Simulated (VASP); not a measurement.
```yaml
crystal:
  lattice:
    - [6.37627, 0.00000, 0.00000]
    - [0.00000, 6.37627, 0.00000]
    - [0.00000, 0.00000, 6.37627]
  atoms:
    - { symbol: Zn, position: [0.00000, 0.00000, 0.00000] }
    - { symbol: Te, position: [0.23932, 0.23932, 0.23932] }
    - { symbol: Te, position: [0.76068, 0.76068, 0.23932] }
    - { symbol: Te, position: [0.76068, 0.23932, 0.76068] }
    - { symbol: Te, position: [0.23932, 0.76068, 0.76068] }
    - { symbol: Cd, position: [0.50000, 0.50000, 0.00000] }
    - { symbol: Cd, position: [0.50000, 0.00000, 0.50000] }
    - { symbol: Cd, position: [0.00000, 0.50000, 0.50000] }
```

Level of theory: PBEsol GGA, VASP's PBE PAW potentials (set 64) (plane waves; VASP). Numerical set-up: 400 eV cut-off, 4×4×4 Γ-centred mesh, tetrahedra with Blöchl corrections, potentials Zn Te Cd.

The cores are frozen, which limits the accuracy of field gradients.

Give the principal components of the electric field gradient (V/Å²) and the asymmetry η at each nucleus.

```
atom    Vxx    Vyy   Vzz     η
----  -----  -----  ----  ----
Zn1     0.0    0.0   0.0     -
Te2   -17.4  -17.4  34.8  0.00
Te3   -17.4  -17.4  34.8  0.00
Te4   -17.4  -17.4  34.8  0.00
Te5   -17.4  -17.4  34.8  0.00
Cd6   -10.9  -10.9  21.8  0.00
Cd7   -10.9  -10.9  21.8  0.00
Cd8   -10.9  -10.9  21.8  0.00
```

The structure was generated: Cd3ZnTe4 was put into an ordered model structure (P-43m), which need not be its known phase. It was relaxed first.
